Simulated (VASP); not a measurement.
NbWS4: relaxation of cell and atoms with PBE

NbWS4:

```
Nb W S
1.0
     5.65700    0.00000    0.00000
     0.00000    3.28100    0.00000
    -1.89904    0.00000    6.63299
Nb W S
1 1 4
Cartesian
  3.7250 0.0000 6.6330
  2.8480 1.6405 0.0010
  2.7866 1.6405 5.0640
  4.6843 1.6405 1.5710
  0.0266 0.0000 5.0940
  1.9214 0.0000 1.5400
```

The cell was built by a generator and needn't be a form met in nature.

* Program: VASP 6.6.1
* Task: relaxation of cell and atoms
* Functional: PBE
* Potentials or basis: VASP PAW PBE potentials, release 64 (Nb_sv, W_sv, S)
* Cutoff: 520 eV
* k mesh: 6 × 10 × 6
* Occupations: gaussian, width 0.1 eV
* Spin: no spin polarisation
* Further INCAR settings: ALGO = Normal; EDIFF = 1e-06; IBRION = 2; EDIFFG = -0.01; NSW = 90; ISIF = 3

| Property | Result |
| --- | --- |
| Relaxed volume | 20.57 Å³/atom |
| Relaxed cell | a = 5.685 Å, b = 3.274 Å, c = 6.900 Å, α = 90.00°, β = 106.02°, γ = 90.00° |
| Space group after relaxing (to 0.05 Å) | Pm (No. 6) |
| Energy gained by relaxing | 0.5 meV/atom |
| Ionic steps | 6 |
| Pressure after relaxing | 0.0 GPa |
| Largest force after relaxing | 0.009 eV/Å |
| Band gap on the k mesh | none (metal or under the smearing width) |

Forces on the atoms (eV/Å):
```
Nb  -0.001  0.000  0.001
W    0.005  0.000 -0.002
S   -0.001  0.000  0.004
S    0.000  0.000 -0.003
S   -0.004  0.000  0.008
S    0.001  0.000 -0.008
```

The path:
```
step  energy change (eV)  largest force (eV/Å)  pressure (GPa)  volume (Å³)
   1              0.0000                0.1563            0.22       123.11
   2             -0.0025                0.0526           -0.29       123.62
   3             -0.0025                0.0503           -0.28       123.60
   4             -0.0023                0.0662            0.37       123.15
   5             -0.0029                0.0201            0.03       123.40
   6             -0.0030                0.0091            0.01       123.42
```

Final structure:
```xyz
6
Lattice="5.6847 0.0000 0.0016 0.0000 3.2737 0.0000 -1.9065 0.0000 6.6313" Properties=species:S:1:pos:R:3 pbc="T T T"
Nb    3.7528    0.0000    6.6328
W     2.8658    1.6368    0.0017
S     2.8027    1.6368    5.0646
S     4.7084    1.6368    1.5711
S     0.0208    0.0000    5.0958
S     1.9254    0.0000    1.5380
```

Levels at points of the mesh, in eV from the Fermi level:
| k point | band 23 | band 24 | band 25 | band 26 | band 27 | band 28 |
| --- | --- | --- | --- | --- | --- | --- |
| (0.00, 0.00, 0.00) | -1.22 | -0.90 | -0.45 | 0.27 | 2.80 | 2.87 |
| (0.50, 0.00, 0.00) | -1.26 | -1.12 | -0.53 | -0.12 | 2.34 | 2.54 |
| (0.00, 0.50, 0.00) | -1.63 | -1.38 | -0.32 | -0.18 | 2.24 | 2.68 |
| (0.50, 0.50, 0.00) | -1.21 | -1.19 | -0.49 | -0.47 | 2.61 | 3.07 |
| (0.00, 0.00, 0.50) | -1.28 | -1.15 | -0.51 | 0.96 | 2.80 | 2.91 |
| (0.50, 0.00, 0.50) | -1.51 | -1.24 | -0.51 | -0.17 | 2.57 | 2.64 |
| (0.00, 0.50, 0.50) | -1.72 | -1.38 | -0.31 | -0.22 | 2.40 | 3.00 |
| (0.50, 0.50, 0.50) | -1.28 | -1.25 | -0.42 | -0.39 | 2.60 | 3.05 |

Run time: 6.6 min on 4 MPI ranks on Intel(R) Xeon(R) Platinum 8488C (Sapphire Rapids) (shared host), peak memory 0.53 GiB a rank.

Caveat: this functional lacks dispersion, which binds the layers, so the pressure and a relaxed spacing across them are unreliable. The run has no spin-orbit coupling, so splittings on W are missing.
